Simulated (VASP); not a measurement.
# Lattice of AlCo, functional by functional, part 3 of 3

Aim: relax AlCo at several levels of theory and compare the cells. The starting structure is a computed structure from the Materials Project. The first relaxation on each setting starts from this cell expanded by 3 % in volume.

VASP 6.6.1.

Results so far: PBEsol 11.24 Å³ an atom; LDA 10.92 Å³ an atom; PBE 11.59 Å³ an atom; PBEsol + D3(BJ) 10.90 Å³ an atom; r2SCAN 11.22 Å³ an atom; r2SCAN + rVV10 11.16 Å³ an atom.

## (8) Relaxation with vdW-DF-cx (continued)

Level of this step: vdW-DF-cx, spin-polarised from a ferromagnetic start; plane waves and PAW (Co, Al) (VASP).

From OUTCAR (step 8):

```text
  Total        0.0043268      0.0043268      0.0043268      0.0000000      0.0000000      0.0000000
  in kB        0.3063366      0.3063366      0.3063366      0.0000000      0.0000000      0.0000000
  external PRESSURE =       0.3063366 kB  Pullay stress =       0.0000000 kB

 POSITION                                       TOTAL-FORCE (eV/Angst)
 -----------------------------------------------------------------------------------
      1.41426      1.41426      1.41426         0.000000     -0.000000      0.000000
      0.00000      0.00000      0.00000        -0.000000      0.000000      0.000000
 -----------------------------------------------------------------------------------
    total drift:                               -0.000000      0.000000     -0.000000

  FREE ENERGIE OF THE ION-ELECTRON SYSTEM (eV)
  ---------------------------------------------------
  free  energy   TOTEN  =        -8.6895423802 eV

  energy  without entropy=       -8.6909785877  energy(sigma->0) =       -8.69002112

[... 3 parts as in an earlier step ...]

[... 2 further parts left out ...]
[key lines of the parts left out:]
E-fermi :  10.8126
```

With vdW-DF-cx the relaxed cell holds 11.315 Å³ an atom, +0.97 % against the starting cell, with a = 2.829 Å. That is +0.66 % from PBEsol.

## (9) Relaxation with RPBE

RPBE by itself binds more weakly than PBE and expands cells.

File INCAR:

```
SYSTEM = AlCo
PREC = Accurate
ENCUT = 450
EDIFF = 1E-06
NELM = 100
ISMEAR = 1
SIGMA = 0.15
LREAL = .FALSE.
ALGO = Normal
GGA = RP
NBANDS = 13
ISPIN = 2
MAGMOM = 2 0
LMAXMIX = 4
LORBIT = 11
LWAVE = .FALSE.
LCHARG = .FALSE.
KPAR = 4
IBRION = 2
NSW = 50
ISIF = 3
EDIFFG = -0.006
```

File POSCAR:

```
AlCo
1.0
    2.8473199088      0.0000000000      0.0000000000
    0.0000000000      2.8473199088      0.0000000000
    0.0000000000      0.0000000000      2.8473199088
Co Al
1 1
Direct
    0.5000000000      0.5000000000      0.5000000000
    0.0000000000      0.0000000000      0.0000000000
```

File KPOINTS:

```
Automatic mesh
0
Gamma
16 16 16
0 0 0
```

PAW data sets: Co and Al (PBE family, release 64).

Run with:

```console
> mpirun -np 4 vasp_std
```

What it wrote:

```text
[... set-up lines as in an earlier step ...]
 entering main loop
       N       E                     dE             d eps       ncg     rms          rms(c)
DAV:   1     0.341050513609E+02    0.34105E+02   -0.47413E+03  8753   0.867E+02
DAV:   2    -0.109235919379E+02   -0.45029E+02   -0.41192E+02  9060   0.162E+02
DAV:   3    -0.123217438887E+02   -0.13982E+01   -0.13838E+01 10406   0.332E+01
DAV:   4    -0.123425608057E+02   -0.20817E-01   -0.20810E-01 10087   0.371E+00
[...]
DAV:  12    -0.111479422170E+02    0.77074E-05   -0.35911E-05 10822   0.613E-02    0.409E-02
DAV:  13    -0.111479444773E+02   -0.22603E-05   -0.99036E-06  9378   0.310E-02    0.864E-03
DAV:  14    -0.111479442856E+02    0.19169E-06   -0.76721E-07  5374   0.105E-02
   1 F= -.11147944E+02 E0= -.11148413E+02  d E =-.111479E+02  mag=     0.0003
[...]
N       E                     dE             d eps       ncg     rms          rms(c)
DAV:   1    -0.116265142075E+02   -0.47857E+00   -0.56913E+00  9390   0.348E+01    0.621E+00
[...]
DAV:   8    -0.111501341452E+02    0.17469E-06   -0.32078E-07  4900   0.458E-03
   2 F= -.11150134E+02 E0= -.11150567E+02  d E =-.218986E-02  mag=     0.0000
 trial-energy change:   -0.002190  1 .order   -0.002969   -0.032982    0.027045
 step:   0.5301(harm=  0.5495)  dis= 0.00000  next Energy=   -11.156570 (dE=-0.863E-02)
[...]
N       E                     dE             d eps       ncg     rms          rms(c)
DAV:   1    -0.112622540356E+02   -0.11212E+00   -0.12186E+00  9470   0.158E+01    0.292E+00
DAV:   2    -0.114522973975E+02   -0.19004E+00   -0.39629E+00  9950   0.243E+01    0.429E+00
DAV:   3    -0.111586592759E+02    0.29364E+00   -0.18748E+00  9900   0.164E+01    0.434E-01
DAV:   4    -0.111568243464E+02    0.18349E-02   -0.72874E-03  9396   0.602E-01    0.174E-01
DAV:   5    -0.111564727724E+02    0.35157E-03   -0.12094E-03 13200   0.301E-01    0.307E-02
DAV:   6    -0.111564777297E+02   -0.49573E-05   -0.31177E-05  9926   0.692E-02    0.962E-03
DAV:   7    -0.111564756967E+02    0.20329E-05   -0.64305E-07  5875   0.783E-03    0.137E-03
DAV:   8    -0.111564755981E+02    0.98683E-07   -0.15590E-07  4515   0.491E-03
   3 F= -.11156476E+02 E0= -.11156932E+02  d E =-.853131E-02  mag=    -0.0000
[...]
reached required accuracy - stopping structural energy minimisation
```

Elapsed: 14 s, on 4 MPI ranks of Intel Xeon 6975P-C (Granite Rapids), shared host; peak memory 0.69 GiB; 54 s of CPU time.

Parts of OUTCAR (step 9):

```text
  Total        0.0028232      0.0028232      0.0028232      0.0000000      0.0000000     -0.0000000
  in kB        0.1909589      0.1909589      0.1909589      0.0000000      0.0000000     -0.0000000
  external PRESSURE =       0.1909589 kB  Pullay stress =       0.0000000 kB

 POSITION                                       TOTAL-FORCE (eV/Angst)
 -----------------------------------------------------------------------------------
      1.43595      1.43595      1.43595        -0.000000      0.000000      0.000000
      0.00000      0.00000      0.00000         0.000000     -0.000000      0.000000
 -----------------------------------------------------------------------------------
    total drift:                               -0.000000      0.000000     -0.000000

  FREE ENERGIE OF THE ION-ELECTRON SYSTEM (eV)
  ---------------------------------------------------
  free  energy   TOTEN  =       -11.1564755981 eV

  energy  without entropy=      -11.1578451813  energy(sigma->0) =      -11.15693213

 magnetization (x)
# of ion       s       p       d       tot
------------------------------------------
    1       -0.000  -0.000  -0.000  -0.000
    2        0.000   0.000   0.000   0.000
--------------------------------------------------
tot         -0.000  -0.000  -0.000  -0.000

[... 2 parts as in an earlier step ...]

[... 2 further parts left out ...]
[key lines of the parts left out:]
E-fermi :  10.3929
```

With RPBE the relaxed cell holds 11.843 Å³ an atom, +5.69 % against the starting cell, with a = 2.872 Å. That is +5.37 % from PBEsol.

## (10) The runs compared

```tsv
level	volume (Å³/atom)	against the starting cell (%)	a (Å)	pressure left (GPa)	core minutes
PBEsol	11.24	0.31	2.8223	0.01	0.907
LDA	10.917	-2.58	2.795	-0.01	1.83
PBE	11.587	3.41	2.8511	-0.01	0.853
PBEsol + D3(BJ)	10.905	-2.69	2.7939	0.05	1.84
r2SCAN	11.222	0.15	2.8208	-0.07	9.33
r2SCAN + rVV10	11.165	-0.37	2.816	0.08	11.1
vdW-DF-cx	11.315	0.97	2.8285	0.03	1.87
RPBE	11.843	5.69	2.8719	0.02	0.933
```

Core minutes are wall time times ranks, summed over the relaxations behind a row (those for a bulk modulus apart), on shared hosts.

## (11) What came out

```json
{
  "volume, PBEsol": "11.24 Å³/atom",
  "volume, LDA": "10.92 Å³/atom",
  "volume, PBE": "11.59 Å³/atom",
  "volume, PBEsol + D3(BJ)": "10.90 Å³/atom",
  "volume, r2SCAN": "11.22 Å³/atom",
  "volume, r2SCAN + rVV10": "11.16 Å³/atom",
  "volume, vdW-DF-cx": "11.31 Å³/atom",
  "volume, RPBE": "11.84 Å³/atom"
}
```

**Reading.** Across 8 levels the volume of AlCo spans 8.6 %, from 10.90 Å³ an atom (PBEsol + D3(BJ)) to 11.84 Å³ (RPBE). Adding D3(BJ) to PBEsol changes the volume by -3.0 %. Adding rVV10 to r2SCAN changes the volume by -0.5 %. LASPH is on in some of these runs and off in others, which adds a little to the differences. All runs keep the symmetry of the start, so they can't find a distortion of lower symmetry. Further runs on this material are not shown.

[Lines on the potential files, build, host, timing and source positions are cut from VASP's logs without a mark.]

[Logs are printed without paths, hosts, clocks, repeated set-up lines and the standing remarks that a program may print on its own settings, such as how far it seeks lower states.]

[Hosts, paths, dates, database ids (printed as entryN), source tags and the programs' standing remarks are cut or masked in the printed files.]
